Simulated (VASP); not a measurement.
Sn: relaxation of cell and atoms with PBEsol

Crystal: Sn.

```
Sn
1.0
     0.00000    3.26767    3.26767
     3.26767    0.00000    3.26767
     3.26767    3.26767    0.00000
Sn
2
Cartesian
  0.0000 0.0000 0.0000
  1.6338 1.6338 1.6338
```

This isn't the form of Sn at room conditions, which is tetragonal (white tin).

| Quantity | Value |
| --- | --- |
| Program | VASP 6.6.1 |
| Task | relaxation of cell and atoms |
| Functional | PBEsol |
| Potentials or basis | VASP PAW PBE potentials, release 64 (Sn_d) |
| Cutoff | 520 eV |
| k mesh | 8 × 8 × 8 |
| Occupations | gaussian, width 0.02 eV |
| Spin | no spin polarisation |
| Further INCAR settings | ALGO = Fast; EDIFF = 1e-07; IBRION = 2; EDIFFG = -0.002; NSW = 80; ISIF = 3 |

The pressure after relaxing is 0.0 GPa. The band gap on the k mesh is none (metal or under the smearing width).

Final structure:
```cif
data_structure
_symmetry_space_group_name_H-M 'P 1'
_symmetry_Int_Tables_number 1
_cell_length_a 4.6212
_cell_length_b 4.6212
_cell_length_c 4.6212
_cell_angle_alpha 60.000
_cell_angle_beta 60.000
_cell_angle_gamma 60.000
_cell_volume 69.78
loop_
_atom_site_label
_atom_site_type_symbol
_atom_site_fract_x
_atom_site_fract_y
_atom_site_fract_z
_atom_site_occupancy
Sn1 Sn 0.00000 0.00000 0.00000 1
Sn2 Sn 0.25000 0.25000 0.25000 1
```

Levels at points of the mesh, in eV from the Fermi level:
```
           k point  band 10  band 11  band 12  band 13  band 14  band 15  band 16  band 17  band 18
(0.00, 0.00, 0.00)   -21.10   -10.39    -0.74     0.19     0.19     0.19     2.25     2.25     2.25
(0.50, 0.00, 0.00)   -21.05    -8.80    -6.14    -0.98    -0.98     0.00     3.31     3.31     5.64
(0.50, 0.50, 0.00)   -21.03    -7.36    -7.36    -2.30    -2.30     0.88     0.88     7.68     7.82
```

It took 59 s on 1 thread of Intel(R) Xeon(R) Platinum 8259CL CPU @ 2.50GHz (Skylake/Cascade Lake), on a shared host, peak memory 0.2 GiB.

Caveat: the relaxation stopped at its first step, so nothing moved; the PAW data sets were made with another functional, which shifts forces and pressure a little.
